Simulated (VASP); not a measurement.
Computed with optB86b-vdW, VASP's PBE PAW potentials (set 64) (plane waves; VASP 6.6.1).

Input for VASP

### INCAR
```
AGGAC=0.0
ALGO=Normal
EDIFF=1E-6
EDIFFG=-0.01
ENCUT=520
GGA=MK
IBRION=2
ISIF=3
ISMEAR=1
LASPH=T
LCHARG=F
LMAXMIX=4
LREAL=F
LUSE_VDW=T
LWAVE=F
NELM=100
NSW=60
PARAM1=0.1234
PARAM2=1.0
PREC=Accurate
SIGMA=0.1
SYSTEM=Zn
```

File POSCAR:
```
Zn
1
    1.3300000000    -2.3036280000     0.0000000000
    1.3300000000     2.3036280000     0.0000000000
    0.0000000000     0.0000000000     4.9500000000
Zn
2
Direct
  0.3333330000   0.6666670000   0.2500000000
  0.6666670000   0.3333330000   0.7500000000
```

KPOINTS:
```
Automatic mesh
0
Gamma
14 14 7
0 0 0
```

POTCAR, in this order: Zn (PBE.64 set). Program: vasp_std.

Energy and stress use the plane-wave basis of the starting cell.

Task: What does the run give for the energy per atom (σ→0), volume per atom, band gap (on the k-mesh)?

Result: 
| Item | Result |
|---|---|
| energy per atom (σ→0) | 1.912 eV/atom |
| band gap (on the k-mesh) | none (metal, semimetal or under 0.01 eV) |
| volume per atom | 14.67 Å³/atom |

### OSZICAR
```
...
DAV:   3     0.382353062820E+01    0.64180E-06   -0.36545E-07  1544   0.102E-02
   9 F= 0.38235306E+01 E0= 0.38234422E+01  d E =-.478105E-03
       N       E                     dE             d eps       ncg     rms          rms(c)
DAV:   1     0.382346225659E+01   -0.67730E-04   -0.12535E-03  3568   0.368E-01    0.499E-02
DAV:   2     0.382350261931E+01    0.40363E-04   -0.54867E-05  3808   0.157E-01    0.290E-02
DAV:   3     0.382352119435E+01    0.18575E-04   -0.17093E-05  4144   0.732E-02    0.618E-03
DAV:   4     0.382352127560E+01    0.81248E-07   -0.32607E-06  2872   0.227E-02
  10 F= 0.38235213E+01 E0= 0.38234450E+01  d E =-.935260E-05
```

The compound is Zn in the hcp structure. This run relaxes it. Symmetry was kept, so distortions that lower it aren't found.
